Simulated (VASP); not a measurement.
Given:

```yaml
crystal:
  lattice:
    - [5.42310, 0.00000, 0.00000]
    - [0.00000, 5.42310, 0.00000]
    - [0.00000, 0.00000, 5.42310]
  atoms:
    - { symbol: K, position: [0.00000, 0.00000, 0.00000] }
    - { symbol: Zn, position: [0.50000, 0.50000, 0.50000] }
    - { symbol: I, position: [0.00000, 0.50000, 0.50000] }
    - { symbol: I, position: [0.50000, 0.50000, 0.00000] }
    - { symbol: I, position: [0.50000, 0.00000, 0.50000] }
```

Level of theory: PBE GGA, VASP's PBE PAW potentials (set 64) (plane waves; VASP). Settings: 300 eV cut-off, 3×3×3 Γ-centred mesh, Fermi-Dirac smearing of 0.10 eV, potentials K_sv Zn I.

At this cut-off the stress carries a Pulay error, which pulls relaxed volumes low.

Give the stress tensor in GPa (positive for a compressed cell).

```
5.75  0.00  0.00
0.00  5.75  0.00
0.00  0.00  5.75
```
The pressure is its mean diagonal, 5.75 GPa.

The structure was generated: KZnI3 was put into an ordered model structure, which need not be its known phase. The cell was not relaxed at this level. The k-mesh is coarse (spacing up to 0.39 per Å, 2π included), so the numbers may not be converged in it.
